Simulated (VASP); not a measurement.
Data:

```xyz
9
Lattice="4.1679 0.0000 0.0000 -2.0840 3.6095 0.0000 0.0000 0.0000 25.1696" Properties=species:S:1:pos:R:3 pbc="T T T"
Al     2.0840     1.2032     8.3309
Al     0.0000     2.4064    11.7340
Al     0.0000     0.0000    10.0325
Al     0.0000     0.0000    15.1371
Al     2.0840     1.2032    13.4356
Al     0.0000     2.4064    16.8387
Pt     0.0000     2.4064     9.1817
Pt     0.0000     0.0000    12.5848
Pt     2.0840     1.2032    15.9879
```

Computed with PBEsol GGA, VASP's PBE PAW potentials (set 64) (plane waves; VASP). Settings: PREC = Normal, EDIFF = 1E-5, 400 eV cut-off, 8×8×1 Γ-centred mesh, first-order Methfessel-Paxton smearing of 0.10 eV, potentials Al Pt.

Question: The ions are relaxed. Predict the relaxed structure.

Answer: 
```xyz
9
Lattice="4.1679 0.0000 0.0000 -2.0840 3.6095 0.0000 0.0000 0.0000 25.1696" Properties=species:S:1:pos:R:3 pbc="T T T"
Al     2.0840     1.2032     8.6146
Al     0.0000     2.4064    11.7441
Al     0.0000     0.0000    10.0246
Al     0.0000     0.0000    15.1450
Al     2.0840     1.2032    13.4255
Al     0.0000     2.4064    16.5550
Pt     0.0000     2.4064     9.2246
Pt     0.0000     0.0000    12.5848
Pt     2.0840     1.2032    15.9450
```

Question: How much energy does the relaxation gain?

Answer: The energy (σ→0) changes by -23.6 meV/atom, in 11 ionic steps.

```json
[
 {"step": "1", "E(σ→0) (eV)": "-50.6081", "max force (eV/Å)": "0.679", "pressure (GPa)": "-1.21", "volume (Å³)": "378.66"},
 {"step": "2", "E(σ→0) (eV)": "-50.6588", "max force (eV/Å)": "0.578", "pressure (GPa)": "-1.06", "volume (Å³)": "378.66"},
 {"step": "3", "E(σ→0) (eV)": "-50.7427", "max force (eV/Å)": "0.307", "pressure (GPa)": "-0.59", "volume (Å³)": "378.66"},
 {"step": "4", "E(σ→0) (eV)": "-50.7504", "max force (eV/Å)": "0.444", "pressure (GPa)": "-0.41", "volume (Å³)": "378.66"},
 {"step": "5", "E(σ→0) (eV)": "-50.7884", "max force (eV/Å)": "0.229", "pressure (GPa)": "-0.04", "volume (Å³)": "378.66"},
 {"step": "6", "E(σ→0) (eV)": "-50.7954", "max force (eV/Å)": "0.189", "pressure (GPa)": "0.19", "volume (Å³)": "378.66"},
 {"step": "7", "E(σ→0) (eV)": "-50.8071", "max force (eV/Å)": "0.139", "pressure (GPa)": "0.32", "volume (Å³)": "378.66"},
 {"step": "8", "E(σ→0) (eV)": "-50.8187", "max force (eV/Å)": "0.082", "pressure (GPa)": "0.72", "volume (Å³)": "378.66"},
 {"step": "9", "E(σ→0) (eV)": "-50.8189", "max force (eV/Å)": "0.088", "pressure (GPa)": "0.70", "volume (Å³)": "378.66"},
 {"step": "10", "E(σ→0) (eV)": "-50.8194", "max force (eV/Å)": "0.071", "pressure (GPa)": "0.74", "volume (Å³)": "378.66"},
 {"step": "11", "E(σ→0) (eV)": "-50.8202", "max force (eV/Å)": "0.028", "pressure (GPa)": "0.72", "volume (Å³)": "378.66"}
]
```

The cell is a thin slab with vacuum, built from PtAl2 (fluorite): (111) face.
